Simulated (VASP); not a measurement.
The input files of a VASP run:

### POSCAR
```
ScSi
1
    3.3290601846    -0.0000000000     0.0000000000
    0.0000000000     3.3290601846    -0.0000000000
   -0.0000000000    -0.0000000000     3.3290601846
Sc Si
1 1
Direct
  0.0000000000   0.0000000000   0.0000000000
  0.5000000000   0.5000000000   0.5000000000
```

### KPOINTS
```
Automatic mesh
0
G
 10 10 10
```

### INCAR
```
ALGO = Normal
EDIFF = 1E-6
EDIFFG = -0.01
ENCUT = 400
IBRION = 2
ISIF = 3
ISMEAR = 1
LASPH = T
LCHARG = F
LMAXMIX = 4
LMIXTAU = T
LREAL = F
LWAVE = F
METAGGA = R2SCAN
NELM = 100
NSW = 60
PREC = Accurate
SIGMA = 0.1
SYSTEM = ScSi
```

POTCAR, in this order: Sc_sv Si (PBE.64 set). Program: vasp_std.

**Question.** Write an equivalent input for Ansatz.

**Answer.** One equivalent input (not run):
Ansatz 0.2 input:
```yaml
crystal:
  lattice:
    - [3.3290602, 0.0000000, 0.0000000]
    - [0.0000000, 3.3290602, 0.0000000]
    - [0.0000000, 0.0000000, 3.3290602]
  atoms:
    - { symbol: Sc, position: [0.0000000, 0.0000000, 0.0000000] }
    - { symbol: Si, position: [0.5000000, 0.5000000, 0.5000000] }
kpoints:
  mp_grid: { grid: [10, 10, 10] }
hamiltonian:
  xc: r2scan
  pseudopotentials: { kind: paw }
scf:
  occupations: { method: methfessel_paxton, width: 0.1 }
  max_iter: 100
relax:
  max_steps: 60
  f_tol: 0.01
  cell: {}
output: { forces: true, stress: true, eigenvalues: true }
```
The two are equivalent in intent, not identical: each code has its own PAW files, so the cut-off isn't converted (ENCUT is set for VASP's; basis.ecutwfc is left out, and Ansatz then takes the one that its files recommend); Ansatz stops its SCF on the density residual and VASP on the energy change (EDIFF).

The structure was generated: ScSi was put into the CsCl type type (Pm-3m), which need not be its known phase. This run relaxes it. Symmetry was kept, so distortions that lower it aren't found. The start is the result of an earlier pass.
